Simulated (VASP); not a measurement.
An input for Quantum ESPRESSO's pw.x (written as the equivalent of a VASP run, and not itself run):

```
&CONTROL
  calculation = 'vc-relax'
  pseudo_dir = './pseudo'
  outdir = './out'
  tprnfor = .true.
  tstress = .true.
  nstep = 30
  forc_conv_thr = 0.00039
/
&SYSTEM
  ibrav = 0
  nat = 6
  ntyp = 2
  ecutwfc = 84
  occupations = 'smearing'
  smearing = 'gaussian'
  degauss = 0.003675
  input_dft = 'vdw-df2'
/
&ELECTRONS
  conv_thr = 7.3e-09
  electron_maxstep = 100
/
&IONS
/
&CELL
  cell_dofree = 'shape'
/
ATOMIC_SPECIES
  Mg 24.305 Mg.upf
  H 1.008 H.upf
CELL_PARAMETERS angstrom
     4.4328271    0.0000000    0.0000000
     0.0000000    4.4328271    0.0000000
     0.0000000    0.0000000    2.9400082
ATOMIC_POSITIONS crystal
  Mg   0.0000000  0.0000000  0.0000000
  Mg   0.5000000  0.5000000  0.5000000
  H    0.3040266  0.3040266  0.0000000
  H    0.8040266  0.1959734  0.5000000
  H    0.1959734  0.8040266  0.5000000
  H    0.6959734  0.6959734  0.0000000
K_POINTS automatic
  5 5 7 0 0 0
```

Question: Write the VASP files for the same calculation (vdW-DF2).

Answer: One answer among several that fit: 
**POSCAR**
```
MgH2
1
    4.4328270846     0.0000000000     0.0000000000
    0.0000000000     4.4328270846     0.0000000000
    0.0000000000     0.0000000000     2.9400082414
Mg H
2 4
Direct
  0.0000000000   0.0000000000   0.0000000000
  0.5000000000   0.5000000000   0.5000000000
  0.3040265761   0.3040265761   0.0000000000
  0.8040265761   0.1959734239   0.5000000000
  0.1959734239   0.8040265761   0.5000000000
  0.6959734239   0.6959734239   0.0000000000
```

INCAR:
```
SYSTEM = MgH2
PREC = Accurate
ENCUT = 520
EDIFF = 1E-7
NELM = 100
ALGO = Normal
LREAL = .FALSE.
LASPH = .TRUE.
ISMEAR = 0
SIGMA = 0.05
GGA = ML
ZAB_VDW = -1.8867
LUSE_VDW = .TRUE.
AGGAC = 0.0
LWAVE = .FALSE.
LCHARG = .FALSE.
ISIF = 4
IBRION = 2
NSW = 30
EDIFFG = -0.01
```

### KPOINTS
```
kpoints
0
G
 5 5 7
```

POTCAR, in this order: Mg H (PBE.64 set). Program: vasp_std.

The two are equivalent in intent, not identical: the potentials are each code's own (VASP's PAW set, PseudoDojo norm-conserving files in pw.x), so ENCUT and ecutwfc are chosen apart and not converted; conv_thr bounds pw.x's estimated SCF error, while EDIFF bounds the energy change between steps; forc_conv_thr acts on force components and is met together with etot_conv_thr.

The compound is MgH2 in the rutile structure. This cell is one point of a volume scan, at 0.94 of the reference volume. Symmetry was kept, so distortions that lower it aren't found.
